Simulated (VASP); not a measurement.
Calculation: revPBE GGA, VASP's PBE PAW potentials (set 64) (plane waves; VASP).

The input files of a VASP run:

File POSCAR:
```
Lu
1
    1.7750090720    -3.0744059872     0.0000000000
    1.7750090720     3.0744059872     0.0000000000
    0.0000000000     0.0000000000     5.5455693180
Lu
2
Direct
  0.3333330000   0.6666670000   0.2500000000
  0.6666670000   0.3333330000   0.7500000000
```

**INCAR**
```
ALGO = Normal
EDIFF = 1E-7
EDIFFG = -0.01
ENCUT = 520
GGA = RE
IBRION = 2
ISIF = 4
ISMEAR = 1
LASPH = T
LCHARG = F
LMAXMIX = 6
LREAL = F
LWAVE = F
NELM = 100
NSW = 30
PREC = Accurate
SIGMA = 0.1
SYSTEM = Lu
```

File KPOINTS:
```
Automatic mesh
0
Gamma
12 12 7
0 0 0
```

POTCAR, in this order: Lu_3 (PBE.64 set). Program: vasp_std.

Output

OSZICAR:
```
       N       E                     dE             d eps       ncg     rms          rms(c)
DAV:   1     0.480176929860E+02    0.48018E+02   -0.87091E+03  3421   0.148E+03
DAV:   2    -0.586612207044E+01   -0.53884E+02   -0.52630E+02  3390   0.730E+02
DAV:   3    -0.825839590919E+01   -0.23923E+01   -0.22639E+01  3582   0.620E+01
DAV:   4    -0.837098661727E+01   -0.11259E+00   -0.11078E+00  3681   0.102E+01
DAV:   5    -0.837442820233E+01   -0.34416E-02   -0.34256E-02  3384   0.153E+00    0.249E+01
DAV:   6    -0.836294166166E+01    0.11487E-01   -0.38155E-02  3306   0.438E+00    0.148E+01
DAV:   7    -0.837217945219E+01   -0.92378E-02   -0.73954E-02  3236   0.594E+00    0.391E-01
DAV:   8    -0.837218173965E+01   -0.22875E-05   -0.51152E-03  3284   0.104E+00    0.115E-01
DAV:   9    -0.837220258121E+01   -0.20842E-04   -0.23551E-04  3441   0.254E-01    0.324E-02
DAV:  10    -0.837219812228E+01    0.44589E-05   -0.27941E-05  3345   0.889E-02    0.410E-02
DAV:  11    -0.837219893682E+01   -0.81454E-06   -0.23734E-06  3329   0.241E-02    0.172E-03
DAV:  12    -0.837219915227E+01   -0.21545E-06   -0.77839E-08  1886   0.726E-03    0.108E-03
DAV:  13    -0.837219914198E+01    0.10293E-07   -0.26504E-08  1793   0.963E-03
   1 F= -.83721991E+01 E0= -.83724000E+01  d E =-.837220E+01
       N       E                     dE             d eps       ncg     rms          rms(c)
DAV:   1    -0.837228880964E+01   -0.89657E-04   -0.29986E-03  3118   0.772E-01    0.433E-02
DAV:   2    -0.837224857639E+01    0.40233E-04   -0.90793E-05  3334   0.148E-01    0.238E-02
DAV:   3    -0.837222763227E+01    0.20944E-04   -0.23177E-05  3798   0.635E-02    0.122E-02
DAV:   4    -0.837222768713E+01   -0.54861E-07   -0.31231E-06  3152   0.159E-02    0.502E-03
DAV:   5    -0.837222768979E+01   -0.26548E-08   -0.70767E-08  1696   0.655E-03
   2 F= -.83722277E+01 E0= -.83724171E+01  d E =-.285478E-04
```

File OUTCAR:
```
------------------------ aborting loop because EDIFF is reached ----------------------------------------
  FORCE on cell =-STRESS in cart. coord.  units (eV):
  Direction    XX          YY          ZZ          XY          YZ          ZX
  --------------------------------------------------------------------------------------
  Total        0.0531354      0.0531354      0.0347329      0.0000000      0.0000000     -0.0000000
  in kB        1.4065552      1.4065553      0.9194200      0.0000000      0.0000000     -0.0000000
  external PRESSURE =       1.2441768 kB  Pullay stress =       0.0000000 kB
  volume of cell :       60.53
      direct lattice vectors                 reciprocal lattice vectors
     1.775750436 -3.075690068  0.000000000     0.281571098 -0.162565144 -0.000000000
     1.775750436  3.075690068 -0.000000000     0.281571098  0.162565144  0.000000000
     0.000000000 -0.000000000  5.540939806     0.000000000  0.000000000  0.180474799
 POSITION                                       TOTAL-FORCE (eV/Angst)
 -----------------------------------------------------------------------------------
      1.77575      1.02523      1.38523         0.000000     -0.000000      0.000000
      1.77575     -1.02523      4.15570        -0.000000      0.000000      0.000000
 -----------------------------------------------------------------------------------
    total drift:                               -0.000002      0.000072     -0.000011
  FREE ENERGIE OF THE ION-ELECTRON SYSTEM (eV)
  ---------------------------------------------------
  free  energy   TOTEN  =        -8.3722276898 eV

  energy  without entropy=       -8.3727957818  energy(sigma->0) =       -8.37241705

 reached required accuracy - stopping structural energy minimisation
```
(Selected blocks of OUTCAR.)

CONTCAR:
```
Lu
   1.00000000000000
     1.7757504362324883   -3.0756900680402377    0.0000000000000000
     1.7757504362324883    3.0756900680402377   -0.0000000000000000
     0.0000000000000000   -0.0000000000000000    5.5409398059974793
  Lu
     2
Direct
     0.3333330000000032    0.6666669999999968    0.2500000000000000
     0.6666669999999968    0.3333330000000032    0.7500000000000000
```

### OUTCAR
```
 val. band max:        2.7336195291   @ k =   0.2500   0.2500   0.4286

 cond. band min:       2.7429317292   @ k =   0.4167   0.0000   0.2857


 Fermi energy:         2.7417646019

 k-point     1 :       0.0000    0.0000    0.0000
  band No.  band energies     occupation
      1     -24.3951      2.00000
      2     -24.0253      2.00000
      3     -24.0253      2.00000
      4     -23.9501      2.00000
      5     -23.9501      2.00000
      6     -23.9158      2.00000
      7      -3.2072      2.00000
      8       0.4160      2.00000
      9       3.2954     -0.00000
     10       4.9269      0.00000
     11       4.9269      0.00000
     12       5.3512      0.00000
     13       5.6399      0.00000

 k-point     2 :       0.0833    0.0000    0.0000
  band No.  band energies     occupation
      1     -24.3854      2.00000
      2     -24.0442      2.00000
      3     -24.0319      2.00000
      4     -23.9702      2.00000
      5     -23.9526      2.00000
      6     -23.9206      2.00000
      7      -3.0485      2.00000
      8       0.5768      2.00000
      9       3.1887     -0.00000
     10       4.5157     -0.00000
     11       5.0761      0.00000
     12       5.4148      0.00000
     13       5.6678      0.00000

 k-point     3 :       0.1667    0.0000    0.0000
  band No.  band energies     occupation
      1     -24.3574      2.00000
      2     -24.0960      2.00000
      3     -24.0495      2.00000
      4     -24.0241      2.00000
      5     -23.9600      2.00000
      6     -23.9351      2.00000
      7      -2.5887      2.00000
      8       1.0209      2.00000
      9       2.9154     -0.03400
     10       3.8644     -0.00000
     11       4.9191      0.00000
     12       5.4220      0.00000
     13       5.5178      0.00000

 k-point     4 :       0.2500    0.0000    0.0000
  band No.  band energies     occupation
      1     -24.3153      2.00000
      2     -24.1672      2.00000
      3     -24.0952      2.00000
...
```

The compound is Lu in the hcp structure. This run relaxes it. Symmetry was kept, so distortions that lower it aren't found.
